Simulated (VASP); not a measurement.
Input of a VASP 6.6.1 run:

The input INCAR:

```
  PREC = Accurate
  ENCUT = 520
  EDIFF = 1E-6
  ISMEAR = -1
  SIGMA = 0.1
  LREAL = F
  LASPH = T
  NELM = 100
  ALGO = Fast
  ISIF = 2
  LWAVE = F
  LCHARG = T
  GGA = RP
  LELF = T
  LVHAR = T
  NBANDS = 96
```

File KPOINTS:

```
Automatic mesh
0
Gamma
  3 4 3
  0 0 0.5
```

Contents of POSCAR:

```
GaSnRh
1.0
    6.1456000000     -1.3543060000      0.4226910000
    1.2062930000      5.6635990000     -0.3993250000
   -1.9422320000     -1.7842770000      6.8351420000
Ga Sn Rh
4 4 4
Direct
    0.7840410000      0.4744650000      0.3223910000
    0.5630680000      0.8662330000      0.4198970000
    0.8130530000      0.2206940000      0.6950420000
    0.2493910000      0.7856000000      0.6584720000
    0.6795150000      0.6673900000      0.7012080000
    0.4051220000      0.2517020000      0.3282200000
    0.8465580000      0.9821560000      0.2120060000
    0.5473460000      0.1981270000      0.9524240000
    0.4311060000      0.7561300000      0.0127960000
    0.2365430000      0.3246460000      0.6849060000
    0.1641510000      0.6308910000      0.2531010000
    0.1016730000      0.1283950000      0.9740500000
```

Potentials or basis: VASP PAW PBE potentials, release 64 (Ga_d, Sn_d, Rh_pv).

Command:

```bash
$ cat potpaw_PBE.64/Ga_d/POTCAR potpaw_PBE.64/Sn_d/POTCAR potpaw_PBE.64/Rh_pv/POTCAR > POTCAR
$ mpirun -np 1 vasp_std > vasp.out
```

(1) Estimate the largest force.

(2) Predict the pressure.

(3) What does it give for the band gap on the k mesh?

Answers

(1) 2.791 eV/Å.

(2) -0.9 GPa.

(3) none (metal or under the smearing width).

Caveat: the PAW data sets were made with another functional, which shifts forces and pressure a little.
